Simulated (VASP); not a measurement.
TaWC2:

```
W Ta C
1.0
     1.57186    0.90751    5.10162
    -1.57186    0.90751    5.10162
     0.00000   -1.81502    5.10162
W Ta C
1 1 2
Direct
  0.00000 0.00000 0.00000
  0.50000 0.50000 0.50000
  0.25093 0.25093 0.25093
  0.74907 0.74907 0.74907
```

The cell comes from a database or a generator and needn't be the stable form of this composition.

- Program: VASP 6.6.1
- Task: single point
- Functional: PBEsol
- Potentials or basis: VASP PAW PBE potentials, release 64 (W_sv, Ta_pv, C)
- Cutoff: 520 eV
- k mesh: 10 × 10 × 10
- Occupations: fermi-dirac, width 0.05 eV
- Spin: no spin polarisation

On this cell: pressure -10.0 GPa; largest force 0.090 eV/Å; band gap on the k mesh none (metal or under the smearing width).

The same run follows on a disturbed copy (atoms moved at random, drawn with an rms of 0.05 Å):

```
W Ta C
1.0
     1.57186    0.90751    5.10162
    -1.57186    0.90751    5.10162
     0.00000   -1.81502    5.10162
W Ta C
1 1 2
Direct
  0.99711 0.98771 0.01505
  0.51833 0.48940 0.48742
  0.25719 0.24463 0.24910
  0.73365 0.75090 0.75644
```

Problem. What changes?

Solution. The energy (extrapolated to zero smearing) moves by +6.7 meV/atom; pressure -9.4 GPa; largest force 0.762 eV/Å; band gap on the k mesh none (metal or under the smearing width).

Forces on the atoms (eV/Å):
```
W   -0.292 -0.020 -0.134
Ta  -0.333 -0.125  0.057
C   -0.059 -0.154 -0.077
C    0.684  0.298  0.154
```

Stress tensor (GPa, compression positive):
```
-9.62  0.21  0.14
 0.21 -9.50 -0.15
 0.14 -0.15 -9.12
```

Caveats: the PAW data sets were made with another functional, which shifts forces and pressure a little.
